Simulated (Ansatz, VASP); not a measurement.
## TiB2 in two plane-wave programs

Wanted: the spread between two codes on one cell, functional and k mesh. The cell is taken from a series of runs on this material, whose earlier steps may have relaxed, scaled, displaced or heated it; both programs get it as it stands.

Main program and level: Ansatz 0.2.0; plane waves, with VASP 6.6.1 beside it; zone-centre phonons at LDA.

## 1. Set-up

The structure is hexagonal, space group P6/mmm (No. 191). The conventional cell has a = 2.976 Å, b = 2.976 Å, c = 3.134 Å, α = 90.00°, β = 90.00°, γ = 120.00°. Nearest to B lie 3 B at 1.72 Å and 6 Ti at 2.33 Å. Ti has 12 B at 2.33 Å nearest. Farther neighbours are not listed.

## 2. VASP: zone-centre phonons, LDA

Second derivatives magnify differences that forces hide, and they need a tight electronic threshold.

Lines of VASP's logs that name or quote its potential files are left out, and so is its time.

INCAR

```
SYSTEM = TiB2
PREC = Accurate
ENCUT = 500
EDIFF = 1E-08
NELM = 120
ISMEAR = 1
SIGMA = 0.2
LREAL = .FALSE.
ALGO = Normal
GGA = PW92
NBANDS = 15
LASPH = .TRUE.
LORBIT = 11
LWAVE = .FALSE.
LCHARG = .FALSE.
ISIF = 2
IBRION = 8
GGA_COMPAT = .FALSE.
KPAR = 2
```

POSCAR

```
TiB2
1.0
    2.9759363319      0.0000000000      0.0000000000
   -1.4879681660      2.5772364635      0.0000000000
    0.0000000000      0.0000000000      3.1336802903
B Ti
2 1
Direct
    0.3333333333      0.6666666667      0.5000000000
    0.6666666667      0.3333333333      0.5000000000
    0.0000000000      0.0000000000      0.0000000000
```

KPOINTS

```
Automatic mesh
0
Gamma
18 18 16
0 0 0
```

Potentials, in the order of the species: B and Ti_sv (LDA family, release 64).

Command:

```console
mpirun -np 2 vasp_std
```

Numbers of over 12 decimals in the logs are rounded to 6 here.

The program printed:

```text
[banner, memory and clock lines left out]
running    2 mpi-ranks, on    1 nodes
 distrk:  each k-point on    1 cores,    2 groups
 distr:  one band on    1 cores,    1 groups

 POSCAR found type information on POSCAR B Ti
 POSCAR found :  2 types and       3 ions
|                                                                             |
|               ----> ADVICE to this user running VASP <----                  |
|                                                                             |
|     You enforced a specific xc type in the INCAR file but a different       |
|     [... a line on the potential file left out ...]
|     I HOPE YOU KNOW WHAT YOU ARE DOING!                                     |
|                                                                             |

 LDA part: xc-table for (Slater(with rela. corr.)+PW92), standard interpolation
 POSCAR, INCAR and KPOINTS ok, starting setup
 FFT: planning ... GRIDC
 FFT: planning ... GRID_SOFT
 FFT: planning ... GRID
 WAVECAR not read
 entering main loop
       N       E                     dE             d eps       ncg     rms          rms(c)
DAV:   1     0.119372407072E+03    0.11937E+03   -0.89767E+03  9997   0.134E+03
DAV:   2    -0.248608873655E+02   -0.14423E+03   -0.13953E+03 10431   0.353E+02
DAV:   3    -0.320321019071E+02   -0.71712E+01   -0.70885E+01 14333   0.773E+01
DAV:   4    -0.322183330557E+02   -0.18623E+00   -0.18605E+00 12315   0.111E+01
DAV:   5    -0.322229686533E+02   -0.46356E-02   -0.46354E-02 14756   0.145E+00    0.178E+01
DAV:   6    -0.269060559336E+02    0.53169E+01   -0.21250E+01 14006   0.536E+01    0.390E+00
DAV:   7    -0.269087235741E+02   -0.26676E-02   -0.12739E+00 10627   0.131E+01    0.368E+00
DAV:   8    -0.269085794023E+02    0.14417E-03   -0.81541E-02 16044   0.244E+00    0.962E-01
DAV:   9    -0.269094204751E+02   -0.84107E-03   -0.27985E-02 12360   0.238E+00    0.244E-01
DAV:  10    -0.269090633650E+02    0.35711E-03   -0.36136E-03 13756   0.786E-01    0.882E-02
DAV:  11    -0.269090088754E+02    0.54490E-04   -0.26909E-04 12583   0.170E-01    0.760E-02
DAV:  12    -0.269089965119E+02    0.12364E-04   -0.65504E-05 13296   0.989E-02    0.954E-03
DAV:  13    -0.269089961561E+02    0.35582E-06   -0.25349E-06 11940   0.153E-02    0.259E-03
DAV:  14    -0.269089961757E+02   -0.19654E-07   -0.32215E-07 11901   0.501E-03    0.135E-03
DAV:  15    -0.269089961493E+02    0.26360E-07   -0.63581E-08 12256   0.204E-03    0.377E-04
DAV:  16    -0.269089961497E+02   -0.35766E-09   -0.24971E-09  5836   0.577E-04
   1 F= -.26908996E+02 E0= -.26909137E+02  d E =0.422268E-03
 Linear response reoptimize wavefunctions to high precision
DAV:   1    -0.269089961504E+02   -0.73646E-09   -0.47147E-10  6548   0.257E-04
DAV:   2    -0.269089961505E+02   -0.31605E-10   -0.81093E-11  5317   0.903E-05
 Linear response DOF=           4
 Linear response progress:
  Degree of freedom:   1/  4
       N       E                     dE             d eps       ncg     rms          rms(c)
RMM:   1    -0.521613868883E-01   -0.52161E-01   -0.30599E-02102069   0.149E+00
RMM:   2    -0.461414139877E-01    0.60200E-02   -0.30059E-03 85676   0.385E-01    0.181E-01
RMM:   3    -0.458751182115E-01    0.26630E-03   -0.12196E-03 86364   0.199E-01    0.891E-02
RMM:   4    -0.464844057423E-01   -0.60929E-03   -0.85754E-04 85796   0.152E-01    0.938E-03
RMM:   5    -0.464825640895E-01    0.18417E-05   -0.14784E-04104863   0.547E-02    0.339E-03
RMM:   6    -0.465045546316E-01   -0.21991E-04   -0.30315E-05108314   0.228E-02    0.149E-03
RMM:   7    -0.464964924001E-01    0.80622E-05   -0.59825E-06106108   0.984E-03    0.480E-04
RMM:   8    -0.465026029443E-01   -0.61105E-05   -0.12075E-06107242   0.484E-03    0.236E-04
RMM:   9    -0.465006475912E-01    0.19554E-05   -0.58518E-07108427   0.241E-03    0.671E-05
RMM:  10    -0.465008762391E-01   -0.22865E-06   -0.41377E-07108904   0.122E-03    0.168E-05
RMM:  11    -0.465009344502E-01   -0.58211E-07   -0.11297E-08112406   0.635E-04    0.165E-05
RMM:  12    -0.465008856734E-01    0.48777E-07   -0.13922E-07109511   0.339E-04    0.105E-05
RMM:  13    -0.465008557667E-01    0.29907E-07   -0.46700E-08109859   0.182E-04    0.848E-06
RMM:  14    -0.465008494328E-01    0.63339E-08   -0.39480E-08111040   0.102E-04    0.217E-06
 first order change of Fermi-energy   0.59475E-04
 force on displaced ion       1 direction 1 : -21.726   0.000   0.000
 Linear response progress:
  Degree of freedom:   2/  4
       N       E                     dE             d eps       ncg     rms          rms(c)
RMM:   1    -0.478012661419E-01   -0.47801E-01    0.10207E-02 32416   0.185E+00
RMM:   2    -0.455785989650E-01    0.22227E-02   -0.26122E-03 30152   0.371E-01    0.139E-01
RMM:   3    -0.454581384740E-01    0.12046E-03   -0.11760E-03 30729   0.197E-01    0.669E-02
RMM:   4    -0.459319820408E-01   -0.47384E-03   -0.62931E-04 31383   0.137E-01    0.126E-02
RMM:   5    -0.459873696143E-01   -0.55388E-04   -0.12458E-04 35655   0.556E-02    0.355E-03
RMM:   6    -0.460140126885E-01   -0.26643E-04   -0.25084E-05 37443   0.248E-02    0.142E-03
RMM:   7    -0.460014291459E-01    0.12584E-04   -0.53692E-06 36483   0.114E-02    0.580E-04
RMM:   8    -0.460048049725E-01   -0.33758E-05    0.31817E-05 37024   0.580E-03    0.182E-04
RMM:   9    -0.460047836740E-01    0.21298E-07    0.16181E-05 37446   0.283E-03    0.122E-04
RMM:  10    -0.460043257721E-01    0.45790E-06    0.11371E-05 36413   0.152E-03    0.131E-04
RMM:  11    -0.460050485256E-01   -0.72275E-06    0.65746E-06 36536   0.782E-04    0.526E-05
RMM:  12    -0.460049966159E-01    0.51910E-07    0.51928E-06 38140   0.426E-04    0.121E-05
RMM:  13    -0.460049517079E-01    0.44908E-07    0.25708E-06 37681   0.222E-04    0.128E-05
RMM:  14    -0.460049550663E-01   -0.33584E-08    0.20510E-06 36858   0.127E-04    0.145E-05
RMM:  15    -0.460049478035E-01    0.72627E-08    0.10658E-06 37697   0.659E-05    0.804E-06
RMM:  16    -0.460049383062E-01    0.94973E-08    0.78954E-07 37938   0.364E-05    0.458E-06
RMM:  17    -0.460049343913E-01    0.39150E-08    0.39526E-07 36130   0.222E-05    0.756E-07
RMM:  18    -0.460049331815E-01    0.12097E-08    0.29980E-07 36949   0.122E-05    0.609E-07
RMM:  19    -0.460049329786E-01    0.20294E-09    0.13524E-07 30998   0.664E-06    0.330E-07
RMM:  20    -0.460049322789E-01    0.69970E-09    0.11751E-07 29261   0.428E-06    0.127E-07
RMM:  21    -0.460049329922E-01   -0.71329E-09    0.42383E-08 21612   0.268E-06    0.898E-08
 first order change of Fermi-energy  -0.25416E-03
 force on displaced ion       1 direction 3 :  -0.000   0.000 -11.076
 Linear response progress:
  Degree of freedom:   3/  4
       N       E                     dE             d eps       ncg     rms          rms(c)
RMM:   1    -0.669123912210E+00   -0.66912E+00    0.81260E+00 24880   0.129E+02
RMM:   2    -0.631821502445E+00    0.37302E-01   -0.32121E-01 41160   0.510E+00    0.182E-01
RMM:   3    -0.630658339771E+00    0.11632E-02   -0.22363E-02 48608   0.123E+00    0.804E-02
RMM:   4    -0.630587193580E+00    0.71146E-04   -0.12079E-02 54340   0.549E-01    0.177E-02
RMM:   5    -0.631414165894E+00   -0.82697E-03   -0.11201E-03 55895   0.190E-01    0.910E-03
RMM:   6    -0.631737344195E+00   -0.32318E-03   -0.28071E-04 57634   0.818E-02    0.435E-03
RMM:   7    -0.631936308510E+00   -0.19896E-03   -0.63778E-05 55431   0.378E-02    0.568E-04
RMM:   8    -0.631951303092E+00   -0.14995E-04   -0.21150E-05 60123   0.169E-02    0.340E-04
RMM:   9    -0.631965880251E+00   -0.14577E-04   -0.12122E-05 58124   0.895E-03    0.772E-05
RMM:  10    -0.631968855679E+00   -0.29754E-05   -0.82732E-06 60496   0.486E-03    0.803E-05
RMM:  11    -0.631973978872E+00   -0.51232E-05   -0.63963E-06 57089   0.306E-03    0.292E-05
RMM:  12    -0.631973325668E+00    0.65320E-06   -0.52557E-06 60761   0.200E-03    0.345E-05
RMM:  13    -0.631972537835E+00    0.78783E-06   -0.40470E-06 58460   0.142E-03    0.758E-05
RMM:  14    -0.631973761456E+00   -0.12236E-05   -0.30053E-06 55988   0.109E-03    0.544E-05
RMM:  15    -0.631973753437E+00    0.80192E-08   -0.24444E-06 61530   0.870E-04    0.623E-05
RMM:  16    -0.631973813215E+00   -0.59779E-07   -0.19853E-06 59823   0.722E-04    0.671E-05
RMM:  17    -0.631975010654E+00   -0.11974E-05   -0.15240E-06 50787   0.641E-04    0.449E-05
RMM:  18    -0.631974819556E+00    0.19110E-06   -0.99393E-07 54521   0.537E-04    0.530E-05
RMM:  19    -0.631974879733E+00   -0.60176E-07   -0.13091E-06 55913   0.467E-04    0.568E-05
RMM:  20    -0.631975242603E+00   -0.36287E-06   -0.13087E-06 51266   0.419E-04    0.531E-05
 first order change of Fermi-energy   0.29294E-03
 force on displaced ion       3 direction 1 : -16.650  -0.000   0.000
 Linear response progress:
  Degree of freedom:   4/  4
       N       E                     dE             d eps       ncg     rms          rms(c)
RMM:   1    -0.769422856358E+00   -0.76942E+00    0.12643E+00 10262   0.125E+02
RMM:   2    -0.721104609820E+00    0.48318E-01   -0.30360E-01 16349   0.474E+00    0.202E-01
RMM:   3    -0.720310702313E+00    0.79391E-03   -0.23655E-02 19103   0.118E+00    0.899E-02
RMM:   4    -0.720983876568E+00   -0.67317E-03   -0.15846E-02 20984   0.566E-01    0.251E-02
RMM:   5    -0.722021602779E+00   -0.10377E-02   -0.14073E-03 21894   0.186E-01    0.161E-02
RMM:   6    -0.723021796732E+00   -0.10002E-02   -0.29715E-04 19892   0.935E-02    0.566E-03
RMM:   7    -0.722821815562E+00    0.19998E-03   -0.70039E-05 21724   0.388E-02    0.125E-03
RMM:   8    -0.722852233855E+00   -0.30418E-04    0.10572E-05 23168   0.185E-02    0.681E-04
RMM:   9    -0.722873353475E+00   -0.21120E-04    0.14555E-05 22888   0.958E-03    0.188E-04
RMM:  10    -0.722872347830E+00    0.10056E-05    0.15999E-05 23310   0.544E-03    0.197E-04
RMM:  11    -0.722873890089E+00   -0.15423E-05    0.14380E-05 23521   0.345E-03    0.206E-04
RMM:  12    -0.722870725223E+00    0.31649E-05    0.16557E-05 22709   0.246E-03    0.334E-04
RMM:  13    -0.722876288219E+00   -0.55630E-05    0.16584E-05 21076   0.191E-03    0.202E-04
RMM:  14    -0.722882702992E+00   -0.64148E-05    0.15736E-05 20647   0.160E-03    0.290E-05
[...]
RMM:  22    -0.722884091056E+00   -0.51771E-07    0.12968E-05 20293   0.414E-04    0.128E-05
RMM:  23    -0.722884029059E+00    0.61997E-07    0.12109E-05 20808   0.359E-04    0.134E-05
RMM:  24    -0.722884015117E+00    0.13942E-07    0.11302E-05 17880   0.315E-04    0.154E-05
RMM:  25    -0.722884053363E+00   -0.38247E-07    0.95229E-06 19089   0.279E-04    0.194E-05
RMM:  26    -0.722884028137E+00    0.25226E-07    0.12626E-05 15101   0.245E-04    0.208E-05
RMM:  27    -0.722884132679E+00   -0.10454E-06    0.88498E-06 13971   0.217E-04    0.220E-05
RMM:  28    -0.722884138518E+00   -0.58383E-08    0.86176E-06 10400   0.192E-04    0.233E-05
RMM:  29    -0.722884133989E+00    0.45286E-08    0.78535E-06 10693   0.170E-04    0.247E-05
 first order change of Fermi-energy   0.20158E-02
 force on displaced ion       3 direction 3 :  -0.000  -0.000 -17.309
 Linear response finished
```

Parts of OUTCAR (step 2):

```text
ion  position               nearest neighbor table
   1  0.333  0.667  0.500-   2 1.72   2 1.72   2 1.72   3 2.33   3 2.33   3 2.33   3 2.33   3 2.33
                             3 2.33
   2  0.667  0.333  0.500-   1 1.72   1 1.72   1 1.72   3 2.33   3 2.33   3 2.33   3 2.33   3 2.33
                             3 2.33
   3  0.000  0.000  0.000-   1 2.33   2 2.33   1 2.33   2 2.33   2 2.33   2 2.33   1 2.33   1 2.33
                             2 2.33   2 2.33   1 2.33   1 2.33

  LATTYP: Found a hexagonal cell.
 ALAT       =     2.9759363319
 C/A-ratio  =     1.0530064964

 Subroutine GETGRP returns: Found 24 space group operations
 (whereof 24 operations were pure point group operations)

The static configuration has the point symmetry D_6h.

 Found    333 irreducible k-points:

   k-points           NKPTS =    333   k-points in BZ     NKDIM =    333   number of bands    NBANDS=     15

   dimension x,y,z NGX =    24 NGY =   24 NGZ =   24
   dimension x,y,z NGXF=    48 NGYF=   48 NGZF=   48

   ENCUT  =  500.0 eV  36.75 Ry    6.06 a.u.   5.43  5.43  5.71*2*pi/ulx,y,z

   NELECT =      18.0000    total number of electrons

 k-points in reciprocal lattice and weights: Automatic mesh
   0.00000000  0.00000000  0.00000000       0.000
   0.05555556  0.00000000  0.00000000       0.001
   0.11111111  0.00000000  0.00000000       0.001
   0.16666667  0.00000000  0.00000000       0.001
   0.22222222  0.00000000  0.00000000       0.001
   0.27777778  0.00000000  0.00000000       0.001
   0.33333333  0.00000000  0.00000000       0.001
   0.38888889  0.00000000  0.00000000       0.001
   0.44444444  0.00000000  0.00000000       0.001
[...]
0.33333333  0.27777778  0.50000000       0.002
   0.33333333  0.33333333  0.50000000       0.000

 average (electrostatic) potential at core
       1 -26.6974       2 -26.6974       3 -69.9387

  Total        0.9094592      0.9094592      0.9175755     -0.0000000      0.0000000      0.0000000
  in kB       60.6263186     60.6263186     61.1673684     -0.0000000      0.0000000      0.0000000
  external PRESSURE =      60.8066685 kB  Pullay stress =       0.0000000 kB

  energy-cutoff  :      500.00
  volume of cell :       24.03
      direct lattice vectors                 reciprocal lattice vectors
     2.975936332  0.000000000  0.000000000     0.336028694  0.194006257  0.000000000
    -1.487968166  2.577236463  0.000000000     0.000000000  0.388012514  0.000000000
     0.000000000  0.000000000  3.133680290     0.000000000  0.000000000  0.319113600

 POSITION                                       TOTAL-FORCE (eV/Angst)
 -----------------------------------------------------------------------------------
     -0.00000      1.71816      1.56684        -0.000000      0.000000     -0.000000
      1.48797      0.85908      1.56684         0.000000      0.000000      0.000000
      0.00000      0.00000      0.00000         0.000000      0.000000     -0.000000
 -----------------------------------------------------------------------------------
    total drift:                               -0.000000      0.000000      0.000000

 Eigenvectors and eigenvalues of the dynamical matrix
 ----------------------------------------------------

   1 f  =   28.190790 THz   177.127960 2PiTHz  940.343548 cm-1   116.587688 meV
             X         Y         Z           dx          dy          dz
     -0.000000  1.718158  1.566840     0.350568   -0.614086   -0.000000
      1.487968  0.859079  1.566840    -0.350568    0.614086    0.000000
      0.000000  0.000000  0.000000    -0.000000    0.000000    0.000000

   2 f  =   28.190790 THz   177.127960 2PiTHz  940.343548 cm-1   116.587688 meV
             X         Y         Z           dx          dy          dz
     -0.000000  1.718158  1.566840    -0.614086   -0.350568   -0.000000
      1.487968  0.859079  1.566840     0.614086    0.350568    0.000000
      0.000000  0.000000  0.000000     0.000000    0.000000    0.000000

   3 f  =   17.472113 THz   109.780526 2PiTHz  582.806971 cm-1    72.258823 meV
             X         Y         Z           dx          dy          dz
     -0.000000  1.718158  1.566840     0.000000   -0.000000   -0.707107
      1.487968  0.859079  1.566840     0.000000   -0.000000    0.707107
      0.000000  0.000000  0.000000    -0.000000   -0.000000   -0.000000

   4 f  =   16.848822 THz   105.864273 2PiTHz  562.016221 cm-1    69.681099 meV
             X         Y         Z           dx          dy          dz
     -0.000000  1.718158  1.566840    -0.000000    0.000000    0.586842
      1.487968  0.859079  1.566840    -0.000000    0.000000    0.586842
      0.000000  0.000000  0.000000     0.000000   -0.000000   -0.557883

   5 f  =   16.509877 THz   103.734614 2PiTHz  550.710205 cm-1    68.279333 meV
             X         Y         Z           dx          dy          dz
     -0.000000  1.718158  1.566840    -0.290818    0.509438   -0.000000
      1.487968  0.859079  1.566840    -0.290818    0.509438    0.000000
      0.000000  0.000000  0.000000     0.276830   -0.484935    0.000000

   6 f  =   16.509877 THz   103.734614 2PiTHz  550.710205 cm-1    68.279333 meV
             X         Y         Z           dx          dy          dz
     -0.000000  1.718158  1.566840    -0.509438   -0.290818   -0.000000
      1.487968  0.859079  1.566840    -0.509438   -0.290818    0.000000
      0.000000  0.000000  0.000000     0.484935    0.276830   -0.000000

   7 f/i=    0.002438 THz     0.015320 2PiTHz    0.081331 cm-1     0.010084 meV
             X         Y         Z           dx          dy          dz
     -0.000000  1.718158  1.566840    -0.000000   -0.000000    0.394483
      1.487968  0.859079  1.566840    -0.000000   -0.000000    0.394483
      0.000000  0.000000  0.000000    -0.000000   -0.000000    0.829920

   8 f/i=    0.012432 THz     0.078115 2PiTHz    0.414701 cm-1     0.051416 meV
             X         Y         Z           dx          dy          dz
     -0.000000  1.718158  1.566840    -0.390470   -0.058580   -0.000000
      1.487968  0.859079  1.566840    -0.390470   -0.058580   -0.000000
      0.000000  0.000000  0.000000    -0.820399   -0.123080   -0.000000

   9 f/i=    0.012432 THz     0.078115 2PiTHz    0.414701 cm-1     0.051416 meV
             X         Y         Z           dx          dy          dz
     -0.000000  1.718158  1.566840     0.058580   -0.390470   -0.000000
      1.487968  0.859079  1.566840     0.058580   -0.390470   -0.000000
      0.000000  0.000000  0.000000     0.123080   -0.820399   -0.000000

 ELASTIC MODULI CONTR FROM IONIC RELAXATION (kBar)
 Direction    XX          YY          ZZ          XY          YZ          ZX
 --------------------------------------------------------------------------------
 XX         -62.0791     62.0791     -0.0000      0.0000     -0.0000      0.0000
 YY          62.0791    -62.0791      0.0000      0.0000      0.0000     -0.0000
 ZZ          -0.0000      0.0000     -0.0000      0.0000     -0.0000      0.0000
 XY           0.0000      0.0000      0.0000    -62.0791      0.0000     -0.0000
 YZ          -0.0000      0.0000     -0.0000      0.0000     -0.0000      0.0000
 ZX           0.0000     -0.0000      0.0000     -0.0000      0.0000     -0.0000
 --------------------------------------------------------------------------------
```

Energies printed during the response cycles are not total energies of the cell.

[end of part 1 of 2]

[Lines on the potential files, build, host, timing and source positions are cut from VASP's logs without a mark.]

[Logs are printed without paths, hosts, clocks, repeated set-up lines and the standing remarks that a program may print on its own settings, such as how far it seeks lower states.]

[Hosts, paths, dates, database ids (printed as entryN), source tags and the programs' standing remarks are cut or masked in the printed files.]
